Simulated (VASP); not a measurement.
Input of a VASP 6.6.1 run:

Contents of INCAR:

```
PREC = Accurate
ENCUT = 580
EDIFF = 1E-7
ISMEAR = 0
SIGMA = 0.1
LREAL = False
LASPH = True
NELM = 60
ALGO = Normal
ISIF = 3
LWAVE = False
LCHARG = False
GGA = PS
IBRION = 2
NSW = 90
EDIFFG = -0.005
```

The input KPOINTS:

```
regular mesh
0
Gamma
  12 12 12
```

Contents of POSCAR:

```
Bi
1.0
    2.2675000000      1.3091417400      3.9380000000
   -2.2675000000      1.3091417400      3.9380000000
    0.0000000000     -2.6182834700      3.9380000000
Bi
2
Direct
    0.2340000000      0.2340000000      0.2340000000
    0.7660000000      0.7660000000      0.7660000000
```

Potentials or basis: VASP PAW PBE potentials, release 64 (Bi).

Command:

```sh
$ cat potpaw_PBE.64/Bi/POTCAR > POTCAR
$ mpirun -np 1 vasp_std > vasp.out
```

Question: Estimate the space group after relaxing (to 0.05 Å).

Answer: R-3m (No. 166).

Question: What does it give for the relaxed cell?

Answer: a = 4.676 Å, b = 4.676 Å, c = 4.676 Å, α = 57.94°, β = 57.94°, γ = 57.94°.

Final structure:
```cif
data_structure
_symmetry_space_group_name_H-M 'P 1'
_symmetry_Int_Tables_number 1
_cell_length_a 4.6755
_cell_length_b 4.6755
_cell_length_c 4.6755
_cell_angle_alpha 57.941
_cell_angle_beta 57.941
_cell_angle_gamma 57.941
_cell_volume 68.86
loop_
_atom_site_label
_atom_site_type_symbol
_atom_site_fract_x
_atom_site_fract_y
_atom_site_fract_z
_atom_site_occupancy
Bi1 Bi 0.23706 0.23706 0.23706 1
Bi2 Bi 0.76294 0.76294 0.76294 1
```
